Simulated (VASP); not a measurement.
Calculation: PBE GGA, VASP's PBE PAW potentials (set 64) (plane waves; VASP).

VASP ran on this input.

KPOINTS:
```
Automatic mesh
0
Gamma
5 5 1
0 0 0
```

File POSCAR:
```
Al16Cl
1
    5.7074358814     0.0000000000     0.0000000000
    2.8537174425     4.9427846712     0.0000000000
    0.0000000000     0.0000000000    20.9409509635
Al Cl
16 1
Direct
  0.0013612903   0.9993303156   0.3263575551
  0.4993083941   0.9993303156   0.3263575551
  0.0006017788   0.4987964424   0.3288167008
  0.4996487046   0.5007025908   0.3286739055
  0.1671474818   0.1657060364   0.4390051291
  0.6658701314   0.1682607372   0.4402606716
  0.1659269567   0.6697803677   0.4423457164
  0.6642936757   0.6697803677   0.4423457164
  0.8372988611   0.3246112611   0.5535885193
  0.3380888778   0.3246112611   0.5535885193
  0.8336310017   0.8327369966   0.5536458530
  0.3333168325   0.8333653350   0.5586495916
  0.9983125451   0.9986753532   0.6764241574
  0.5030121016   0.9986753532   0.6764241574
  0.9926595436   0.5146809128   0.6624731850
  0.5078000421   0.4843999159   0.6650400601
  0.2417217812   0.0165564377   0.7724910071
```

### INCAR
```
SYSTEM = Al16Cl
PREC = Normal
ENCUT = 400
EDIFF = 1E-6
NELM = 100
ALGO = Normal
LREAL = .FALSE.
LASPH = .TRUE.
ISMEAR = 1
SIGMA = 0.1
GGA = PE
LWAVE = .FALSE.
LCHARG = .FALSE.
NELMIN = 4
LDIPOL = .TRUE.
IDIPOL = 3
DIPOL = 0.5 0.5 0.5
LVHAR = .TRUE.
LORBIT = 11
```

POTCAR, in this order: Al Cl (PBE.64 set). Program: vasp_std. Read from the step before: WAVECAR.

The resulting files:

File OSZICAR:
```
       N       E                     dE             d eps       ncg     rms          rms(c)
DAV:   1    -0.607905712490E+02   -0.60791E+02   -0.12251E-03   800   0.128E-01    0.370E-02
DAV:   2    -0.607943594911E+02   -0.37882E-02   -0.28845E-02   904   0.603E-01    0.145E-01
DAV:   3    -0.607902933947E+02    0.40661E-02   -0.18364E-02  1016   0.488E-01    0.668E-03
DAV:   4    -0.607903258312E+02   -0.32437E-04   -0.32894E-04   876   0.412E-02    0.587E-03
DAV:   5    -0.607903255814E+02    0.24980E-06   -0.72910E-06   724   0.855E-03
   1 F= -.60790326E+02 E0= -.60790419E+02  d E =0.281237E-03
```

**OUTCAR**
```
------------------------ aborting loop because EDIFF is reached ----------------------------------------
  FORCE on cell =-STRESS in cart. coord.  units (eV):
  Direction    XX          YY          ZZ          XY          YZ          ZX
  --------------------------------------------------------------------------------------
  Total       -7.1139883     -5.9376100     -0.1223914      0.0000006     -0.0813856      0.0000000
  in kB      -19.2936590    -16.1032345     -0.3319345      0.0000016     -0.2207238      0.0000000
  external PRESSURE =     -11.9096093 kB  Pullay stress =       0.0000000 kB
  volume of cell :      590.76
      direct lattice vectors                 reciprocal lattice vectors
     5.707435881  0.000000000  0.000000000     0.175210028 -0.101157535  0.000000000
     2.853717442  4.942784671  0.000000000     0.000000000  0.202315105  0.000000000
     0.000000000  0.000000000 20.940950964     0.000000000  0.000000000  0.047753323
 POSITION                                       TOTAL-FORCE (eV/Angst)
 -----------------------------------------------------------------------------------
      2.85958      4.93947      6.83424         0.002688      0.003437     -0.008186
      5.70158      4.93947      6.83424        -0.002688      0.003437     -0.008186
      1.42686      2.46544      6.88573         0.000000     -0.001944     -0.002334
      4.28058      2.47487      6.88274        -0.000000      0.001955      0.008701
      1.42686      0.81905      9.19318         0.000000     -0.004350      0.006991
      4.28058      0.83168      9.21948         0.000000     -0.002826      0.014983
      2.85838      3.31058      9.26314        -0.002302     -0.000078      0.007976
      5.70278      3.31058      9.26314         0.002302     -0.000078      0.007976
      5.70518      1.60448     11.59267        -0.001518      0.012636     -0.010209
      2.85597      1.60448     11.59267         0.001518      0.012636     -0.010209
      7.13429      4.11604     11.59387         0.000000     -0.004632      0.001373
      4.28057      4.11915     11.69865        -0.000000      0.004612     -0.001889
      8.54774      4.93624     14.16497         0.014137     -0.010766      0.008422
      5.72085      4.93624     14.16497        -0.014137     -0.010766      0.008422
      7.13429      2.54396     13.87282        -0.000000      0.009179     -0.001381
      4.28058      2.39428     13.92657         0.000000     -0.011170     -0.013531
      1.42686      0.08183     16.17670         0.000000     -0.001282     -0.008920
 -----------------------------------------------------------------------------------
    total drift:                               -0.000012      0.000129      0.001540
  FREE ENERGIE OF THE ION-ELECTRON SYSTEM (eV)
  ---------------------------------------------------
  free  energy   TOTEN  =       -60.7903255814 eV

  energy  without entropy=      -60.7906068188  energy(sigma->0) =      -60.79041933

 total charge

# of ion       s       p       d       tot
------------------------------------------
    1        0.455   0.302   0.000   0.757
    2        0.455   0.302   0.000   0.757
    3        0.454   0.304   0.000   0.758
    4        0.455   0.302   0.000   0.757
    5        0.433   0.333   0.000   0.766
    6        0.437   0.334   0.000   0.771
    7        0.435   0.332   0.000   0.767
    8        0.435   0.332   0.000   0.767
    9        0.435   0.330   0.000   0.766
   10        0.435   0.330   0.000   0.766
   11        0.437   0.337   0.000   0.774
   12        0.436   0.317   0.000   0.754
   13        0.435   0.294   0.000   0.729
   14        0.435   0.294   0.000   0.729
   15        0.453   0.316   0.000   0.769
   16        0.451   0.315   0.000   0.766
   17        1.609   3.487   0.000   5.096
--------------------------------------------------
tot          8.685   8.564   0.000  17.250
```
(Selected blocks of OUTCAR.)

The cell is a thin slab with vacuum, built from Al (fcc): (111) face, Cl adsorbed.
